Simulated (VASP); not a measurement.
Here is the system:

```xyz
2
Lattice="2.6385 0.0000 0.0000 0.0000 2.6385 0.0000 0.0000 0.0000 3.4584" Properties=species:S:1:pos:R:3 pbc="T T T"
Al     1.3193     1.3193     1.7292
Ni     0.0000     0.0000     0.0000
```
Starting moments (μB, in the order of the record's atoms Al Ni): 0.0 2.0.

Calculation: PBEsol GGA, VASP's PBE PAW potentials (set 64) (plane waves; VASP). Settings: 400 eV cut-off, 12×12×10 Γ-centred mesh, first-order Methfessel-Paxton smearing of 0.10 eV, potentials Al Ni.

Energy and stress use the plane-wave basis of the starting cell.

Question: The ions, cell shape and volume are relaxed. Give the cell that the relaxation ends in.

Answer: 
```xyz
2
Lattice="2.8595 0.0000 0.0000 0.0000 2.8595 0.0000 0.0000 0.0000 2.8668" Properties=species:S:1:pos:R:3 pbc="T T T"
Al     1.4297     1.4297     1.4334
Ni     0.0000     0.0000     0.0000
```
Space group Pm-3m (221), at a tolerance of 0.03 Å. The cell ends with 0.00 μB, on the sites 0.00 0.00 μB.

Question: How do energy and volume change from the first to the last step?

Answer: The energy (σ→0) changes by -95.7 meV/atom and the volume by -2.6 %, in 14 ionic steps.

```tsv
step	E(σ→0) (eV)	max force (eV/Å)	pressure (GPa)	volume (Å³)
1	-11.3938	0.000	-2.73	24.08
2	-11.4523	0.000	2.04	23.35
3	-11.4761	0.000	7.33	22.67
4	-11.5129	0.000	4.84	22.93
5	-11.5749	0.000	-1.43	23.64
6	-11.5782	0.000	-2.58	23.80
7	-11.5788	0.000	-2.92	23.84
8	-11.5844	0.000	-1.10	23.59
9	-11.5844	0.000	-1.17	23.59
10	-11.5852	0.000	-0.27	23.46
11	-11.5852	0.000	-0.09	23.44
12	-11.5852	0.000	-0.11	23.45
13	-11.5852	0.000	-0.14	23.45
14	-11.5852	0.000	-0.06	23.44
```

The structure was generated: AlNi was put into the CuAu type (P4/mmm), which need not be its known phase. This run relaxes it. It ends in space group Pm-3m. Symmetry was kept, so distortions that lower it aren't found.
